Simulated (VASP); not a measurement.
Wanted: the native input for a VASP 6.6.1 run.

| Property | Result |
| --- | --- |
| Task | optical spectrum |
| Functional | PBE |
| Potentials or basis | VASP PAW PBE potentials, release 64 (Ta_pv, As, Au, O) |
| Cutoff | 520 eV |
| k mesh | 6 × 6 × 3 |
| Occupations | fermi-dirac, width 0.05 eV |
| Spin | no spin polarisation |
| Further INCAR settings | ALGO = Normal; EDIFF = 1e-07; NBANDS = 117 |

The structure of Ta3AsAu2O13 lies in POSCAR:

```
Ta3AsAu2O13
1.0
    5.4520400000      0.0000000000      0.0000000000
   -2.7260200000      4.7216100000      0.0000000000
    0.0000000000      0.0000000000      9.5790200000
Ta As Au O
3 1 2 13
Direct
    0.0000000000      0.0000000000      0.1940800000
    0.0000000000      0.0000000000      0.8059200000
    0.6666700000      0.3333300000      0.0000000000
    0.0000000000      0.0000000000      0.5000000000
    0.3333300000      0.6666700000      0.2742800000
    0.3333300000      0.6666700000      0.7257200000
    0.0000000000      0.0000000000      0.0000000000
    0.2394700000      0.9712900000      0.3640200000
    0.0287100000      0.2681800000      0.3640200000
    0.7318200000      0.7605300000      0.3640200000
    0.2394700000      0.9712900000      0.6359800000
    0.0287100000      0.2681800000      0.6359800000
    0.7318200000      0.7605300000      0.6359800000
    0.3845200000      0.3342500000      0.8584400000
    0.6657500000      0.0502600000      0.8584400000
    0.9497400000      0.6154800000      0.8584400000
    0.3845200000      0.3342500000      0.1415600000
    0.6657500000      0.0502600000      0.1415600000
    0.9497400000      0.6154800000      0.1415600000
```

The cell was built by a generator and needn't be a form met in nature.

The input as run:

INCAR

```
  PREC = Accurate
  ENCUT = 520
  EDIFF = 1E-7
  ISMEAR = -1
  SIGMA = 0.05
  LREAL = F
  LASPH = T
  NELM = 100
  ALGO = Normal
  ISIF = 2
  LWAVE = F
  LCHARG = F
  GGA = PE
  LOPTICS = T
  NBANDS = 117
  NEDOS = 1000
  CSHIFT = 0.1
  KPAR = 4
```

KPOINTS

```
Automatic mesh
0
Gamma
  6 6 3
```

Potentials or basis: VASP PAW PBE potentials, release 64 (Ta_pv, As, Au, O).

Command:

```console
$ cat potpaw_PBE.64/Ta_pv/POTCAR potpaw_PBE.64/As/POTCAR potpaw_PBE.64/Au/POTCAR potpaw_PBE.64/O/POTCAR > POTCAR
$ mpirun -np 4 vasp_std > vasp.out
```

Results of the run:

| Item | Value |
| --- | --- |
| Pressure | 0.4 GPa |
| Largest force | 0.298 eV/Å |
| Band gap on the k mesh | none (metal or under the smearing width) |

Caveat: spectra need much finer meshes, so this one isn't converged; independent-particle spectra lack excitons; the intraband (Drude) part of a metal's response may be missing.

Run time: 9 min on 4 MPI ranks on Intel(R) Xeon(R) 6975P-C (Granite Rapids), with other jobs on the host, peak memory 2.1 GiB a rank.
